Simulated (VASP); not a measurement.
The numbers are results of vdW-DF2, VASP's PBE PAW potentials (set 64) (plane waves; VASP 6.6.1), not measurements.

The input files of a VASP run:

INCAR:
```
SYSTEM  =  LiF
PREC  =  Accurate; ENCUT  =  520; LREAL  =  F
LASPH  =  T; ICHARG  =  11
EDIFF  =  1E-7; NELM  =  100; ALGO  =  Normal
ISMEAR  =  0; SIGMA  =  0.05
GGA  =  ML; LUSE_VDW  =  T; AGGAC  =  0.0
ZAB_VDW  =  -1.8867
LWAVE  =  F; LCHARG  =  F; LORBIT  =  11
```

### POSCAR
```
LiF
1
    0.0000000000     2.0326261979     2.0326261979
    2.0326261979     0.0000000000     2.0326261979
    2.0326261979     2.0326261979     0.0000000000
Li F
1 1
Direct
  0.0000000000   0.0000000000   0.0000000000
  0.5000000000   0.5000000000   0.5000000000
```

### KPOINTS
```
k-points along high-symmetry lines
15
Line-mode
Reciprocal
  0.000000   0.000000   0.000000 ! GAMMA
  0.500000   0.000000   0.500000 ! X

  0.500000   0.000000   0.500000 ! X
  0.625000   0.250000   0.625000 ! U

  0.375000   0.375000   0.750000 ! K
  0.000000   0.000000   0.000000 ! GAMMA

  0.000000   0.000000   0.000000 ! GAMMA
  0.500000   0.500000   0.500000 ! L

  0.500000   0.500000   0.500000 ! L
  0.500000   0.250000   0.750000 ! W

  0.500000   0.250000   0.750000 ! W
  0.500000   0.000000   0.500000 ! X
```

POTCAR, in this order: Li_sv F (PBE.64 set). Program: vasp_std. Read from the step before: CHGCAR.

What VASP printed:

**OSZICAR**
```
       N       E                     dE             d eps       ncg     rms          rms(c)
DAV:   1     0.316380655841E+02    0.31638E+02   -0.56462E+03  1756   0.114E+03
DAV:   2    -0.645858345117E+01   -0.38097E+02   -0.37297E+02  1811   0.198E+02
DAV:   3    -0.730270409038E+01   -0.84412E+00   -0.84316E+00  2133   0.287E+01
DAV:   4    -0.731022816614E+01   -0.75241E-02   -0.75229E-02  2133   0.243E+00
DAV:   5    -0.731027859832E+01   -0.50432E-04   -0.50432E-04  2153   0.133E-01
DAV:   6    -0.731027895624E+01   -0.35792E-06   -0.35793E-06  2097   0.928E-03
DAV:   7    -0.731027896215E+01   -0.59063E-08   -0.58862E-08  2191   0.871E-04
   1 F= -.73102790E+01 E0= -.73102790E+01  d E =-.515743E-14
```

File OUTCAR:
```
 val. band max:       -1.5369673826   @ k =   0.0536   0.0536   0.1071

 cond. band min:       7.4456670984   @ k =   0.0000   0.0000   0.0000



 k-point     1 :       0.0000    0.0000    0.0000
  band No.  band energies     occupation
      1     -43.5576      2.00000
      2     -21.3356      2.00000
      3      -1.5383      2.00000
      4      -1.5383      2.00000
      5      -1.5383      2.00000
      6       7.4457      0.00000
      7      21.7138      0.00000
      8      21.7138      0.00000
      9      21.7141      0.00000

 k-point     2 :       0.0357    0.0000    0.0357
  band No.  band energies     occupation
      1     -43.5568      2.00000
      2     -21.3290      2.00000
      3      -1.5707      2.00000
      4      -1.5507      2.00000
      5      -1.5507      2.00000
      6       7.4980      0.00000
      7      21.2401      0.00000
      8      21.2401      0.00000
      9      21.5303      0.00000

 k-point     3 :       0.0714    0.0000    0.0714
  band No.  band energies     occupation
      1     -43.5545      2.00000
      2     -21.3092      2.00000
      3      -1.6665      2.00000
      4      -1.5872      2.00000
      5      -1.5872      2.00000
      6       7.6557      0.00000
      7      20.5940      0.00000
      8      20.5957      0.00000
      9      21.1802      0.00000

 k-point     4 :       0.1071    0.0000    0.1071
  band No.  band energies     occupation
      1     -43.5508      2.00000
      2     -21.2772      2.00000
      3      -1.8226      2.00000
      4      -1.6459      2.00000
      5      -1.6459      2.00000
      6       7.9076      0.00000
      7      20.0203      0.00000
      8      20.0217      0.00000
      9      20.4421      0.00000

 k-point     5 :       0.1429    0.0000    0.1429
  band No.  band energies     occupation
      1     -43.5460      2.00000
      2     -21.2327      2.00000
      3      -2.0331      2.00000
      4      -1.7235      2.00000
...
```

The density is held fixed in this step, so its total energy and stress have no physical meaning.

The compound is LiF in the rock salt structure. It was relaxed first.
